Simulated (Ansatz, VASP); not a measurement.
# Cross-check of SnH2 between VASP and Ansatz, part 2 of 3

Wanted: the spread between two codes on one cell, functional and k mesh. The cell is generated by rule, not measured, and may not be a known phase. Of the first pair: The cell is taken from a series of runs on this material, whose earlier steps may have relaxed, scaled, displaced or heated it; both programs get it as it stands.

VASP 6.6.1 and Ansatz 0.2.0.

So far: Starting point; Ansatz: zone-centre phonons, PBEsol.

### Step 3. VASP: zone-centre phonons, PBEsol

Level of this step: PBEsol; plane waves and PAW (Sn_d, H); invented cell (VASP).

The same cell, functional, mesh and smearing now go to VASP, with its own data sets.

Lines of VASP's logs that name or quote its potential files are left out, and so is its time.

Input file INCAR:

```
SYSTEM = SnH2
PREC = Accurate
ENCUT = 500
EDIFF = 1E-08
NELM = 120
ISMEAR = 1
SIGMA = 0.2
LREAL = .FALSE.
ALGO = Normal
GGA = PS
NBANDS = 14
LORBIT = 11
LWAVE = .FALSE.
LCHARG = .FALSE.
ISIF = 2
IBRION = 8
LASPH = .TRUE.
GGA_COMPAT = .FALSE.
KPAR = 2
```

Input file POSCAR:

```
SnH2
1.0
    3.9228357864      0.0000000000      0.0000000000
    0.0000000000      3.9228357864      0.0000000000
    0.0000000000      0.0000000000      2.9509914654
Sn H
1 2
Direct
    0.0000000000      0.0000000000      0.0000000000
    0.0000000000      0.5000000000      0.0000000000
    0.5000000000      0.0000000000      0.0000000000
```

Input file KPOINTS:

```
Automatic mesh
0
Gamma
10 10 14
0 0 0
```

The projector-augmented-wave data sets are Sn_d and H (PBE family, release 64).

On the command line:

```console
$ mpirun -np 2 vasp_std
```

Numbers of over 12 decimals in the logs are rounded to 6 here.

Output:

```text
[banner, memory and clock lines left out]
running    2 mpi-ranks, on    1 nodes
 distrk:  each k-point on    1 cores,    2 groups
 distr:  one band on    1 cores,    1 groups

 POSCAR found type information on POSCAR SnH
 POSCAR found :  2 types and       3 ions
|                                                                             |
|               ----> ADVICE to this user running VASP <----                  |
|                                                                             |
|     You enforced a specific xc type in the INCAR file but a different       |
|     [... a line on the potential file left out ...]
|     I HOPE YOU KNOW WHAT YOU ARE DOING!                                     |
|                                                                             |

 LDA part: xc-table for (Slater+PW92), standard interpolation
 POSCAR, INCAR and KPOINTS ok, starting setup
 FFT: planning ... GRIDC
 FFT: planning ... GRID_SOFT
 FFT: planning ... GRID
 WAVECAR not read
 entering main loop
       N       E                     dE             d eps       ncg     rms          rms(c)
DAV:   1     0.902999743632E+02    0.90300E+02   -0.77940E+03  4770   0.140E+03
DAV:   2    -0.256888754189E+01   -0.92869E+02   -0.88297E+02  5112   0.334E+02
DAV:   3    -0.100251101203E+02   -0.74562E+01   -0.74237E+01  5970   0.836E+01
DAV:   4    -0.102179950244E+02   -0.19288E+00   -0.19284E+00  5526   0.148E+01
DAV:   5    -0.102252142507E+02   -0.72192E-02   -0.72191E-02  6510   0.268E+00    0.387E+00
DAV:   6    -0.995398573465E+01    0.27123E+00   -0.14615E-01  6582   0.516E+00    0.198E+00
DAV:   7    -0.989129495205E+01    0.62691E-01   -0.13280E-01  6034   0.324E+00    0.387E-01
DAV:   8    -0.989334792142E+01   -0.20530E-02   -0.24279E-02  5328   0.196E+00    0.103E-01
DAV:   9    -0.989360743312E+01   -0.25951E-03   -0.18079E-03  6310   0.677E-01    0.735E-02
DAV:  10    -0.989390210970E+01   -0.29468E-03   -0.32964E-04  4980   0.140E-01    0.256E-02
DAV:  11    -0.989395842201E+01   -0.56312E-04   -0.74477E-05  5202   0.489E-02    0.715E-03
DAV:  12    -0.989396027172E+01   -0.18497E-05   -0.62963E-06  5878   0.226E-02    0.318E-03
DAV:  13    -0.989396116150E+01   -0.88978E-06   -0.21959E-06  5106   0.115E-02    0.641E-04
DAV:  14    -0.989396123661E+01   -0.75113E-07   -0.12714E-07  5790   0.220E-03    0.114E-04
DAV:  15    -0.989396125657E+01   -0.19955E-07   -0.61850E-09  4308   0.579E-04    0.520E-05
DAV:  16    -0.989396126525E+01   -0.86827E-08   -0.76361E-10  3930   0.258E-04
   1 F= -.98939613E+01 E0= -.98940365E+01  d E =0.225610E-03
 Linear response reoptimize wavefunctions to high precision
DAV:   1    -0.989396126497E+01    0.27671E-09   -0.12969E-10  3372   0.118E-04
DAV:   2    -0.989396126500E+01   -0.21600E-10   -0.41359E-11  2730   0.629E-05
 Linear response DOF=           5
 Linear response progress:
  Degree of freedom:   1/  5
       N       E                     dE             d eps       ncg     rms          rms(c)
RMM:   1    -0.217271904120E+00   -0.21727E+00    0.49515E-01  9800   0.108E+01
RMM:   2    -0.223522943276E+00   -0.62510E-02   -0.15542E-02 14133   0.108E+00    0.688E-02
RMM:   3    -0.223748247032E+00   -0.22530E-03   -0.11207E-03 14977   0.292E-01    0.372E-02
RMM:   4    -0.223792281495E+00   -0.44034E-04   -0.98722E-05 15447   0.873E-02    0.126E-02
RMM:   5    -0.223813276252E+00   -0.20995E-04   -0.13884E-05 15280   0.280E-02    0.299E-03
RMM:   6    -0.223800172294E+00    0.13104E-04   -0.18898E-06 15801   0.851E-03    0.155E-03
RMM:   7    -0.223787570730E+00    0.12602E-04   -0.43358E-07 14750   0.311E-03    0.261E-04
RMM:   8    -0.223789485851E+00   -0.19151E-05   -0.17798E-09 16158   0.116E-03    0.517E-05
RMM:   9    -0.223789347907E+00    0.13794E-06    0.16968E-06 15330   0.517E-04    0.354E-05
RMM:  10    -0.223789147230E+00    0.20068E-06    0.17621E-06 15991   0.244E-04    0.136E-05
RMM:  11    -0.223788996699E+00    0.15053E-06    0.12090E-06 16765   0.122E-04    0.553E-06
RMM:  12    -0.223788889335E+00    0.10736E-06    0.69434E-07 16358   0.690E-05    0.455E-06
RMM:  13    -0.223788856951E+00    0.32384E-07    0.40862E-07 15515   0.421E-05    0.146E-06
RMM:  14    -0.223788842110E+00    0.14841E-07    0.25087E-07 12552   0.287E-05    0.137E-06
RMM:  15    -0.223788820707E+00    0.21403E-07    0.14046E-07 12468   0.225E-05    0.581E-07
RMM:  16    -0.223788819402E+00    0.13053E-08    0.81822E-08  7906   0.185E-05    0.694E-07
 first order change of Fermi-energy  -0.16635E-03
 force on displaced ion       1 direction 1 :  -3.264   0.000   0.000
 Linear response progress:
  Degree of freedom:   2/  5
       N       E                     dE             d eps       ncg     rms          rms(c)
RMM:   1    -0.201762693151E+00   -0.20176E+00    0.62180E-01  5671   0.119E+01
RMM:   2    -0.206557916766E+00   -0.47952E-02   -0.14808E-02  7926   0.104E+00    0.402E-02
RMM:   3    -0.206479586980E+00    0.78330E-04   -0.11212E-03  8433   0.278E-01    0.222E-02
RMM:   4    -0.206260884313E+00    0.21870E-03   -0.69574E-05  8710   0.731E-02    0.840E-03
RMM:   5    -0.206194341901E+00    0.66542E-04   -0.70074E-06  8730   0.228E-02    0.268E-03
RMM:   6    -0.206187954135E+00    0.63878E-05   -0.91634E-07  8886   0.714E-03    0.736E-04
RMM:   7    -0.206190014034E+00   -0.20599E-05   -0.25068E-07  8912   0.277E-03    0.263E-04
RMM:   8    -0.206187328677E+00    0.26854E-05   -0.62104E-08  8838   0.126E-03    0.336E-05
RMM:   9    -0.206187118170E+00    0.21051E-06    0.17534E-07  9300   0.635E-04    0.180E-05
RMM:  10    -0.206186854528E+00    0.26364E-06    0.29148E-07  9243   0.367E-04    0.158E-05
RMM:  11    -0.206186758698E+00    0.95831E-07    0.39308E-07  9238   0.235E-04    0.283E-06
RMM:  12    -0.206186724691E+00    0.34007E-07    0.37576E-07  9391   0.157E-04    0.383E-06
RMM:  13    -0.206186757235E+00   -0.32544E-07    0.27568E-07  8069   0.110E-04    0.743E-06
RMM:  14    -0.206186702106E+00    0.55129E-07    0.19553E-07  7545   0.797E-05    0.633E-06
RMM:  15    -0.206186685794E+00    0.16312E-07    0.14054E-07  6353   0.586E-05    0.667E-06
RMM:  16    -0.206186690416E+00   -0.46228E-08    0.99779E-08  3379   0.439E-05    0.760E-06
 first order change of Fermi-energy  -0.28458E-03
 force on displaced ion       1 direction 3 :   0.000   0.000  -0.944
 Linear response progress:
  Degree of freedom:   3/  5
       N       E                     dE             d eps       ncg     rms          rms(c)
RMM:   1    -0.153654825495E-01   -0.15365E-01   -0.86401E-03 14701   0.493E-01
RMM:   2    -0.151537915780E-01    0.21169E-03   -0.23329E-04 13919   0.838E-02    0.582E-02
RMM:   3    -0.154144783706E-01   -0.26069E-03   -0.29692E-05 14853   0.312E-02    0.335E-02
RMM:   4    -0.158836739768E-01   -0.46920E-03   -0.31069E-05 14786   0.266E-02    0.265E-03
RMM:   5    -0.159134137807E-01   -0.29740E-04   -0.10538E-06 15138   0.714E-03    0.622E-04
RMM:   6    -0.159102221964E-01    0.31916E-05   -0.45361E-08 15503   0.147E-03    0.425E-04
RMM:   7    -0.159121309448E-01   -0.19087E-05   -0.86454E-09 14988   0.567E-04    0.682E-05
RMM:   8    -0.159115067597E-01    0.62419E-06   -0.32453E-10 15566   0.121E-04    0.258E-05
RMM:   9    -0.159114095697E-01    0.97190E-07   -0.80938E-10 15048   0.598E-05    0.654E-06
RMM:  10    -0.159114168762E-01   -0.73065E-08   -0.94261E-10 16285   0.133E-05    0.283E-06
 first order change of Fermi-energy  -0.10349E-03
 force on displaced ion       2 direction 1 :  -1.009   0.000   0.000
 Linear response progress:
  Degree of freedom:   4/  5
       N       E                     dE             d eps       ncg     rms          rms(c)
RMM:   1    -0.179301271201E-01   -0.17930E-01    0.20476E-03 14188   0.847E-01
RMM:   2    -0.166457604320E-01    0.12844E-02   -0.15922E-03 14555   0.181E-01    0.100E-01
RMM:   3    -0.169759212011E-01   -0.33016E-03   -0.10200E-04 13901   0.656E-02    0.560E-02
RMM:   4    -0.176638849966E-01   -0.68796E-03   -0.76843E-05 14515   0.578E-02    0.931E-03
RMM:   5    -0.177811657431E-01   -0.11728E-03   -0.46497E-06 15212   0.155E-02    0.108E-03
RMM:   6    -0.177746526262E-01    0.65131E-05   -0.16939E-07 15407   0.303E-03    0.644E-04
RMM:   7    -0.177766548931E-01   -0.20023E-05   -0.25058E-08 15038   0.968E-04    0.112E-04
RMM:   8    -0.177763307119E-01    0.32418E-06   -0.37225E-09 15397   0.271E-04    0.383E-05
RMM:   9    -0.177762170399E-01    0.11367E-06   -0.75200E-09 15049   0.107E-04    0.149E-05
RMM:  10    -0.177761797177E-01    0.37322E-07    0.12682E-08 16611   0.265E-05    0.103E-05
RMM:  11    -0.177761976939E-01   -0.17976E-07    0.10098E-09 15381   0.104E-05    0.181E-06
RMM:  12    -0.177761977116E-01   -0.17676E-10    0.97380E-10 13921   0.474E-06    0.525E-07
 first order change of Fermi-energy   0.21840E-03
 force on displaced ion       2 direction 2 :   0.000  -3.916   0.000
 Linear response progress:
  Degree of freedom:   5/  5
       N       E                     dE             d eps       ncg     rms          rms(c)
RMM:   1    -0.148145420714E-01   -0.14815E-01   -0.54953E-03 14606   0.485E-01
RMM:   2    -0.146874096805E-01    0.12713E-03   -0.19022E-04 13942   0.713E-02    0.575E-02
RMM:   3    -0.149673158953E-01   -0.27991E-03   -0.17790E-05 14889   0.245E-02    0.338E-02
RMM:   4    -0.154820418944E-01   -0.51473E-03   -0.19624E-05 14577   0.217E-02    0.163E-03
RMM:   5    -0.154983050962E-01   -0.16263E-04   -0.51350E-07 15221   0.491E-03    0.849E-04
RMM:   6    -0.154944113305E-01    0.38938E-05   -0.30012E-08 15416   0.107E-03    0.467E-04
RMM:   7    -0.154944204619E-01   -0.91314E-08   -0.47946E-09 15024   0.377E-04    0.400E-05
 first order change of Fermi-energy  -0.30725E-03
 force on displaced ion       2 direction 3 :   0.000   0.000  -0.580
 Linear response finished
```

From OUTCAR (step 3):

```text
ion  position               nearest neighbor table
   1  0.000  0.000  0.000-   2 1.96   3 1.96   2 1.96   3 1.96
   2  0.000  0.500  0.000-   1 1.96   1 1.96
   3  0.500  0.000  0.000-   1 1.96   1 1.96

  LATTYP: Found a simple tetragonal cell.
 ALAT       =     3.9228357864
 C/A-ratio  =     0.7522597493

 Subroutine GETGRP returns: Found 16 space group operations
 (whereof 16 operations were pure point group operations)

The static configuration has the point symmetry D_4h.

 Found    168 irreducible k-points:

   k-points           NKPTS =    168   k-points in BZ     NKDIM =    168   number of bands    NBANDS=     14

   dimension x,y,z NGX =    30 NGY =   30 NGZ =   24
   dimension x,y,z NGXF=    60 NGYF=   60 NGZF=   48

   ENCUT  =  500.0 eV  36.75 Ry    6.06 a.u.   7.15  7.15  5.38*2*pi/ulx,y,z

   NELECT =      16.0000    total number of electrons

 k-points in reciprocal lattice and weights: Automatic mesh
   0.00000000  0.00000000  0.00000000       0.001
   0.10000000  0.00000000  0.00000000       0.003
   0.20000000  0.00000000  0.00000000       0.003
   0.30000000  0.00000000  0.00000000       0.003
   0.40000000  0.00000000  0.00000000       0.003
   0.50000000  0.00000000  0.00000000       0.001
   0.10000000  0.10000000  0.00000000       0.003
   0.20000000  0.10000000  0.00000000       0.006
   0.30000000  0.10000000  0.00000000       0.006
[...]
0.50000000  0.40000000  0.50000000       0.003
   0.50000000  0.50000000  0.50000000       0.001

 average (electrostatic) potential at core
       1-102.9743       2 -32.5382       3 -32.5382

  Total       -0.0320850     -0.0320850     -0.0334617      0.0000000     -0.0000000      0.0000000
  in kB       -1.1319937     -1.1319937     -1.1805677      0.0000000     -0.0000000      0.0000000
  external PRESSURE =      -1.1481850 kB  Pullay stress =       0.0000000 kB

  energy-cutoff  :      500.00
  volume of cell :       45.41
      direct lattice vectors                 reciprocal lattice vectors
     3.922835786  0.000000000  0.000000000     0.254917630  0.000000000  0.000000000
     0.000000000  3.922835786  0.000000000     0.000000000  0.254917630  0.000000000
     0.000000000  0.000000000  2.950991465     0.000000000  0.000000000  0.338869160

 POSITION                                       TOTAL-FORCE (eV/Angst)
 -----------------------------------------------------------------------------------
      0.00000      0.00000      0.00000         0.000000      0.000000      0.000000
      0.00000      1.96142      0.00000         0.000000      0.000000      0.000000
      1.96142      0.00000      0.00000         0.000000      0.000000      0.000000
 -----------------------------------------------------------------------------------
    total drift:                                0.000000      0.000000      0.000000

 Eigenvectors and eigenvalues of the dynamical matrix
 ----------------------------------------------------

   1 f  =   31.882741 THz   200.325169 2PiTHz 1063.493760 cm-1   131.856362 meV
             X         Y         Z           dx          dy          dz
      0.000000  0.000000  0.000000     0.064550    0.007630   -0.000000
      0.000000  1.961418  0.000000     0.255140   -0.113191    0.000000
      1.961418  0.000000  0.000000    -0.957579    0.030159   -0.000000

   2 f  =   31.882741 THz   200.325169 2PiTHz 1063.493760 cm-1   131.856362 meV
             X         Y         Z           dx          dy          dz
      0.000000  0.000000  0.000000    -0.007630    0.064550    0.000000
      0.000000  1.961418  0.000000    -0.030159   -0.957579   -0.000000
      1.961418  0.000000  0.000000     0.113191    0.255140   -0.000000

   3 f  =   13.930486 THz    87.527826 2PiTHz  464.670999 cm-1    57.611835 meV
             X         Y         Z           dx          dy          dz
      0.000000  0.000000  0.000000    -0.003972    0.111729   -0.000000
      0.000000  1.961418  0.000000     0.034184   -0.248646   -0.000000
      1.961418  0.000000  0.000000     0.008840   -0.961472    0.000000

   4 f  =   13.930486 THz    87.527826 2PiTHz  464.670999 cm-1    57.611835 meV
             X         Y         Z           dx          dy          dz
      0.000000  0.000000  0.000000     0.111729    0.003972   -0.000000
      0.000000  1.961418  0.000000    -0.961472   -0.008840   -0.000000
      1.961418  0.000000  0.000000    -0.248646   -0.034184    0.000000

   5 f  =   13.074964 THz    82.152419 2PiTHz  436.133840 cm-1    54.073680 meV
             X         Y         Z           dx          dy          dz
      0.000000  0.000000  0.000000    -0.000000    0.000000    0.000000
      0.000000  1.961418  0.000000     0.000000   -0.000000    0.707107
      1.961418  0.000000  0.000000     0.000000   -0.000000   -0.707107

   6 f  =   10.691399 THz    67.176040 2PiTHz  356.626678 cm-1    44.216053 meV
             X         Y         Z           dx          dy          dz
      0.000000  0.000000  0.000000     0.000000   -0.000000    0.130375
      0.000000  1.961418  0.000000    -0.000000    0.000000   -0.701071
      1.961418  0.000000  0.000000    -0.000000    0.000000   -0.701071

   7 f/i=    0.009491 THz     0.059633 2PiTHz    0.316582 cm-1     0.039251 meV
             X         Y         Z           dx          dy          dz
      0.000000  0.000000  0.000000     0.292867    0.947367    0.000000
      0.000000  1.961418  0.000000     0.027063    0.087187    0.000000
      1.961418  0.000000  0.000000     0.026953    0.087542    0.000000

   8 f/i=    0.009491 THz     0.059633 2PiTHz    0.316582 cm-1     0.039251 meV
             X         Y         Z           dx          dy          dz
      0.000000  0.000000  0.000000    -0.947367    0.292867    0.000000
      0.000000  1.961418  0.000000    -0.087542    0.026953    0.000000
      1.961418  0.000000  0.000000    -0.087187    0.027063    0.000000

   9 f/i=    0.017855 THz     0.112188 2PiTHz    0.595590 cm-1     0.073844 meV
             X         Y         Z           dx          dy          dz
      0.000000  0.000000  0.000000    -0.000000   -0.000000    0.991465
      0.000000  1.961418  0.000000    -0.000000   -0.000000    0.092189
      1.961418  0.000000  0.000000    -0.000000   -0.000000    0.092189

 ELASTIC MODULI CONTR FROM IONIC RELAXATION (kBar)
 Direction    XX          YY          ZZ          XY          YZ          ZX
 --------------------------------------------------------------------------------
 XX           0.0000      0.0000      0.0000      0.0000      0.0000      0.0000
 YY           0.0000      0.0000      0.0000      0.0000      0.0000      0.0000
 ZZ           0.0000      0.0000      0.0000      0.0000      0.0000      0.0000
 XY           0.0000      0.0000      0.0000      0.0000      0.0000      0.0000
 YZ           0.0000      0.0000      0.0000      0.0000      0.0000      0.0000
 ZX           0.0000      0.0000      0.0000      0.0000      0.0000      0.0000
 --------------------------------------------------------------------------------
```

### Step 4. Side by side

Known differences besides the potentials themselves: the cutoff is 420 eV in Ansatz and 500 eV in VASP; Ansatz makes its cores anew for this functional, VASP keeps those of its PBE data sets. Total energies have different zeros and are not compared.

Compared:

```
                  quantity  Ansatz    VASP  difference
     optical mode 1 (cm⁻¹)   357.0   356.6     +0.10 %
     optical mode 2 (cm⁻¹)   435.4   436.1     -0.17 %
optical mode 3 to 4 (cm⁻¹)   463.8   464.7     -0.19 %
optical mode 5 to 6 (cm⁻¹)  1061.5  1063.5     -0.19 %
```

Modes are paired by rising frequency, not by their patterns, so a pair may set unlike modes beside each other; they are those without the splitting of longitudinal modes.

(Part 2 of 3 ends here.)

[Lines on the potential files, build, host, timing and source positions are cut from VASP's logs without a mark.]

[Logs are printed without paths, hosts, clocks, repeated set-up lines and the standing remarks that a program may print on its own settings, such as how far it seeks lower states.]

[Hosts, paths, dates, database ids (printed as entryN), source tags and the programs' standing remarks are cut or masked in the printed files.]
